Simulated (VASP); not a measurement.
Input:

```
Cs3O
1.0
    8.78000     0.00000     0.00000
   -4.39000     7.60370     0.00000
    0.00000     0.00000     7.52000
O Cs
2 6
Direct
  0.00000   0.00000   0.00000
  0.00000   0.00000   0.50000
  0.25000   0.00000   0.25000
  0.25000   0.25000   0.75000
  0.00000   0.25000   0.25000
  0.75000   0.00000   0.75000
  0.75000   0.75000   0.25000
  0.00000   0.75000   0.75000
```

Computed with PBEsol GGA, VASP's PBE PAW potentials (set 64) (plane waves; VASP). Run with 400 eV cut-off, 3×3×3 Γ-centred mesh, Gaussian smearing of 0.20 eV, potentials O Cs_sv.

Unless said otherwise, spin-orbit coupling is left out, though it shifts the bands of the heavy elements here.

**Question.** What does the run give for the energy per atom (σ→0), band gap (on the k-mesh) with the smallest direct gap where there is one?

**Answer.** 
- band gap (on the k-mesh) = none (metal, semimetal or under 0.01 eV)
- energy per atom (σ→0) = -2.845 eV/atom

Only differences to runs with the same potentials and settings are physical.

The structure comes from a measured Cs3O entry of the Crystallography Open Database, whose conditions weren't checked. The cell was not relaxed at this level.
